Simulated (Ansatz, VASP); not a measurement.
# PbO (Litharge): VASP beside Ansatz, part 3 of 3

Wanted: the spread between two codes on one cell, functional and k mesh.

VASP 6.6.1 and Ansatz 0.2.0.

So far. Step 4 (Side by side): The forces differ by 36 meV/Å r.m.s., which is 35.1 % of the r.m.s. force of 0.10 eV/Å (both taken over all components). Among the levels compared at these points, filled levels agree within 47 meV and empty ones within 39 meV.

The database entry behind the starting cell differs from later determinations by our own check (an axis about 0.4 % long against later determinations), so it need not match the best structure at ambient conditions.

## (6) VASP: band structure, HSEsol (continued)

Level of this step: HSEsol; plane waves and PAW (Pb_d, O) (VASP).

Numbers of over 12 decimals in the logs are rounded to 6 here.

From OUTCAR (step 6):

```text
 POSITION                                       TOTAL-FORCE (eV/Angst)
 -----------------------------------------------------------------------------------
      0.00000      1.99500      1.20240        -0.000000      0.000000     -0.793756
      1.99500      0.00000      3.80760         0.000000     -0.000000      0.793756
      0.00000      0.00000      0.00000         0.000000      0.000000      0.000000
      1.99500      1.99500      0.00000        -0.000000      0.000000      0.000000
 -----------------------------------------------------------------------------------
    total drift:                                0.000011      0.000005     -0.000000

  FREE ENERGIE OF THE ION-ELECTRON SYSTEM (eV)
  ---------------------------------------------------
  free  energy   TOTEN  =       -27.5574288083 eV

  energy  without entropy=      -27.5574288083  energy(sigma->0) =      -27.55742881

[... 2 parts as in an earlier step ...]

[... 1 further part left out ...]
[key lines of the parts left out:]
E-fermi :   4.5431
```

## (7) Ansatz: band structure, HSEsol

The same cell, functional, mesh and smearing now go to Ansatz, which takes its cutoff from its data sets.

The input, input.yaml:

```yaml
crystal:
  lattice:
    - [3.99, 0.0, 0.0]
    - [0.0, 3.99, 0.0]
    - [0.0, 0.0, 5.01]
  atoms:
    - { symbol: Pb, position: [0.0, 0.5, 0.24] }
    - { symbol: Pb, position: [0.5, 0.0, 0.76] }
    - { symbol: O, position: [0.0, 0.0, 0.0] }
    - { symbol: O, position: [0.5, 0.5, 0.0] }
hamiltonian:
  xc:
    exchange: hjs_pbesol
    correlation: pbesol
    exx: { coeff: 0.25, omega: 0.2 }
  pseudopotentials: { kind: paw }
kpoints:
  mp_grid: { grid: [4, 4, 3] }
  band_path:
    path:
      - [0.0, 0.0, 0.0]
      - [0.0, 0.4, 0.0]
      - [0.3, 0.5, 0.0]
      - [0.5, 0.5, 0.0]
      - [0.3, 0.3, 0.0]
      - [0.0, 0.0, 0.1]
      - [0.0, 0.0, 0.5]
      - [0.0, 0.4, 0.5]
      - [0.3, 0.5, 0.5]
      - [0.3, 0.3, 0.5]
      - [0.0, 0.5, 0.1]
      - [0.5, 0.5, 0.0]
      - [0.5, 0.5, 0.5]
    npoints: 1
scf:
  occupations: { method: gaussian, width: 0.02 }
  n_extra_bands: 8
output:
  forces: true
  stress: true
  eigenvalues: true
  write_density: true
  write_potential: true
  elf: true
  volumetric_format: npy
```

On the command line:

```bash
$ ansatz run input.yaml --threads 4 --pin off --max-ram 9216MiB --backend cpu --events-out ev --progress --plain --runs-dir out
```

What it wrote:

```text
[...]
Crystal: 4 atoms, lattice volume = 79.760 Å³
Basis set: ecut = 420 eV, 1569 PW (Γ), exchange–correlation on 54×54×72 points (8 copies of the dense FFT grid, shifted against one another)
Bands: 28, of which v1, the nominal top of the filled ones, is band 20 counted from 1 (19 counted from 0)
Symmetry: 16 space group operations
[...]
k-points: 12 of 48
[...]
--- Band table (eV; the first three rows and the last of 12) ---
  k-point 0: bands = [... 16 lower, 5.6507, 5.7373, 5.7373, 7.8069, 11.0513, 14.2896, 14.2896, 14.3079, ... 4 higher]
  k-point 1: bands = [... 16 lower, 5.6153, 5.7210, 5.7210, 7.0260, 10.6221, 12.8302, 12.8302, 13.2368, ... 4 higher]
  k-point 2: bands = [... 16 lower, 4.8712, 5.2970, 5.4506, 7.5209, 12.1471, 12.2541, 14.3038, 14.6488, ... 4 higher]
  k-point 11: bands = [... 16 lower, 5.4620, 5.4620, 6.4063, 6.4063, 11.0290, 11.0290, 14.4629, 14.4629, ... 4 higher]
[key lines of the parts left out:]
Free energy (F): -24719.154270 eV
Fermi energy:    8.688710 eV
P = ⅓ Tr σ = -3.5617 GPa (-35.617 kbar)
```

Run time: 46 s. Hardware: 4 threads of Arm Neoverse V2, shared host; peak memory 1.1 GiB; 2.7 min of CPU time.

## (8) Differences

The two programs side by side:

```tsv
quantity	Ansatz	VASP	difference
gap over the path points (eV)	1.764	1.770	-0.006
```

Forces (eV/Å; atoms numbered as in POSCAR):

```tsv
atom	Ansatz x, y, z	VASP x, y, z
Pb1	0.000, 0.000, -0.856	0.000, 0.000, -0.794
Pb2	0.000, 0.000, 0.856	0.000, 0.000, 0.794
O3	0.000, 0.000, 0.000	0.000, 0.000, 0.000
O4	0.000, 0.000, 0.000	0.000, 0.000, 0.000
```

Levels at points of the path, from each program's valence-band top (eV; 4 filled, then empty):

```tsv
k (reciprocal lattice)	Ansatz	VASP
0.000 0.000 0.000	-2.16 -2.07 -2.07 0.00 3.24 6.48 6.48	-2.16 -2.07 -2.07 0.00 3.23 6.49 6.49
0.000 0.400 0.000	-3.32 -3.09 -2.41 -1.21 4.05 4.44 7.15	-3.32 -3.09 -2.40 -1.20 4.04 4.44 7.14
0.300 0.500 0.000	-2.28 -2.28 -1.68 -1.68 2.79 2.79 6.24	-2.28 -2.28 -1.67 -1.67 2.80 2.80 6.24
0.500 0.500 0.000	-1.85 -1.85 -1.40 -1.40 1.76 1.76 6.08	-1.84 -1.84 -1.40 -1.40 1.77 1.77 6.07
0.300 0.300 0.000	-3.05 -2.94 -1.57 -0.92 3.17 3.69 5.76	-3.04 -2.94 -1.57 -0.91 3.18 3.69 5.76
0.000 0.000 0.100	-2.16 -2.07 -2.07 -0.07 3.15 6.14 6.14	-2.16 -2.07 -2.07 -0.07 3.13 6.14 6.14
0.000 0.000 0.500	-2.20 -2.09 -2.09 -1.23 2.82 4.75 4.75	-2.20 -2.09 -2.09 -1.22 2.79 4.75 4.75
0.000 0.400 0.500	-3.59 -3.08 -1.25 -1.20 3.30 4.29 6.40	-3.60 -3.08 -1.24 -1.19 3.31 4.29 6.41
0.300 0.500 0.500	-1.95 -1.95 -1.87 -1.87 4.31 4.31 5.24	-1.94 -1.94 -1.86 -1.86 4.32 4.32 5.25
0.300 0.300 0.500	-2.77 -1.99 -1.57 -1.47 3.55 4.34 4.94	-2.78 -1.99 -1.57 -1.46 3.55 4.35 4.93
```

The forces differ by 25 meV/Å r.m.s., which is 7.9 % of the r.m.s. force of 0.32 eV/Å (both taken over all components). Among the levels compared at these points, filled levels agree within 10 meV and empty ones within 26 meV.

## (9) Further runs

Further runs change the set-up of one program: Ansatz's method, potentials or start, or VASP's data sets, cutoff or form of LDA. The table gives Ansatz less VASP for each quantity, since a change that brings one quantity closer may part another.

```tsv
run	r.m.s. force difference (meV/Å)	gap over the path points (eV)
as above	25	-0.0057
cores kept as stored	24	-0.0064
Ansatz's larger PAW set (cutoff 900 eV)	20	-0.0015
norm-conserving potentials (cutoff 1143 eV)	6.7	0.030
```

## (10) What came out

- r.m.s. force difference (band structure, B3LYP with an exact-exchange share of 0.2): 36 meV/Å
- r.m.s. force difference (band structure, HSEsol): 7.9 % of the r.m.s. force

What this shows: The r.m.s. force difference is 36 meV/Å (band structure, B3LYP with an exact-exchange share of 0.2), beyond the 12 meV/Å picked in this series as the mark of a large difference. Band structure, B3LYP with an exact-exchange share of 0.2, norm-conserving potentials (cutoff 1240 eV): r.m.s. force difference goes from 36 to 70 meV/Å; the difference in gap over the path points goes from 0.027 to 1.0e-4 eV. Band structure, HSEsol, Ansatz's larger PAW set (cutoff 900 eV): the difference in gap over the path points goes from -0.0057 to -0.0015 eV. Band structure, HSEsol, norm-conserving potentials (cutoff 1143 eV): r.m.s. force difference goes from 25 to 6.7 meV/Å; the difference in gap over the path points goes from -0.0057 to 0.030 eV. How closely two codes agree says nothing of how well the functional describes the real material.

[Lines on the potential files, build, host, timing and source positions are cut from VASP's logs without a mark.]

[Logs are printed without paths, hosts, clocks, repeated set-up lines and the standing remarks that a program may print on its own settings, such as how far it seeks lower states.]

[Hosts, paths, dates, database ids (printed as entryN), source tags and the programs' standing remarks are cut or masked in the printed files.]
